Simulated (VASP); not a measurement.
Output of a VASP run:

**OSZICAR**
```
       N       E                     dE             d eps       ncg     rms          rms(c)
DAV:   1     0.408388783177E+02    0.40839E+02   -0.54815E+03  2666   0.103E+03
DAV:   2    -0.399424342467E+01   -0.44833E+02   -0.43287E+02  2775   0.191E+02
DAV:   3    -0.442149708908E+01   -0.42725E+00   -0.41619E+00  3131   0.192E+01
DAV:   4    -0.442291414546E+01   -0.14171E-02   -0.14170E-02  3032   0.114E+00
DAV:   5    -0.442292229231E+01   -0.81469E-05   -0.81481E-05  2987   0.789E-02    0.133E+01
DAV:   6    -0.407869215454E+01    0.34423E+00   -0.88484E-01  2666   0.858E+00    0.696E+00
DAV:   7    -0.403649106620E+01    0.42201E-01   -0.15986E-01  2780   0.354E+00    0.252E+00
DAV:   8    -0.403260367049E+01    0.38874E-02   -0.59978E-03  2816   0.789E-01    0.491E-01
DAV:   9    -0.403245773539E+01    0.14594E-03   -0.92513E-05  2792   0.103E-01    0.153E-02
DAV:  10    -0.403246269220E+01   -0.49568E-05   -0.27009E-06  3086   0.158E-02    0.209E-03
DAV:  11    -0.403246272232E+01   -0.30113E-07   -0.39372E-08  2277   0.209E-03
   1 F= -.40324627E+01 E0= -.40321955E+01  d E =-.801674E-03
```

OUTCAR:
```
------------------------ aborting loop because EDIFF is reached ----------------------------------------
  FORCE on cell =-STRESS in cart. coord.  units (eV):
  Direction    XX          YY          ZZ          XY          YZ          ZX
  --------------------------------------------------------------------------------------
  Total        0.8292510      0.8292510      0.8292510     -0.0000000     -0.0000000      0.0000000
  in kB       88.9934793     88.9934793     88.9934793     -0.0000000     -0.0000000      0.0000000
  external PRESSURE =      88.9934793 kB  Pullay stress =       0.0000000 kB
  volume of cell :       14.93
      direct lattice vectors                 reciprocal lattice vectors
     0.000000000  1.954352025  1.954352025    -0.255839272  0.255839272  0.255839272
     1.954352025  0.000000000  1.954352025     0.255839272 -0.255839272  0.255839272
     1.954352025  1.954352025  0.000000000     0.255839272  0.255839272 -0.255839272
 POSITION                                       TOTAL-FORCE (eV/Angst)
 -----------------------------------------------------------------------------------
      0.00000      0.00000      0.00000         0.000000      0.000000      0.000000
 -----------------------------------------------------------------------------------
    total drift:                               -0.000000      0.000000     -0.000000
  FREE ENERGIE OF THE ION-ELECTRON SYSTEM (eV)
  ---------------------------------------------------
  free  energy   TOTEN  =        -4.0324627223 eV

  energy  without entropy=       -4.0316610488  energy(sigma->0) =       -4.03219550
```
(Selected blocks of OUTCAR.)

### POSCAR
```
Pt
1
    0.0000000000     1.9543520248     1.9543520248
    1.9543520248     0.0000000000     1.9543520248
    1.9543520248     1.9543520248     0.0000000000
Pt
1
Direct
  0.0000000000   0.0000000000   0.0000000000
```

Task: Reconstruct the remaining input files.

Result: Several could match; the one computed here: the input of the run itself, rev-vdW-DF2, plane waves, VASP's PBE PAW potentials (set 64).

**INCAR**
```
# general
SYSTEM   = Pt
PREC     = Accurate
ENCUT    = 520
LREAL    = .FALSE.   # projection in real space or not
LASPH    = .TRUE.

# electronic loop
EDIFF    = 1E-7   # SCF stop (eV)
NELM     = 100
ALGO     = Normal
LMAXMIX  = 6

# smearing
ISMEAR   = 1
SIGMA    = 0.1

# functional
GGA      = MK
LUSE_VDW = .TRUE.
AGGAC    = 0.0
PARAM1   = 0.1234568
PARAM2   = 0.7114
ZAB_VDW  = -1.8867

# ions
ISIF     = 2

# output
LWAVE    = .FALSE.
LCHARG   = .FALSE.
```

KPOINTS:
```
kpoints
0
G
  16 16 16
0 0 0
```

POTCAR, in this order: Pt (PBE.64 set). Program: vasp_std.

The compound is Pt in the fcc structure. This cell is one point of a volume scan, at 0.97 of the reference volume.
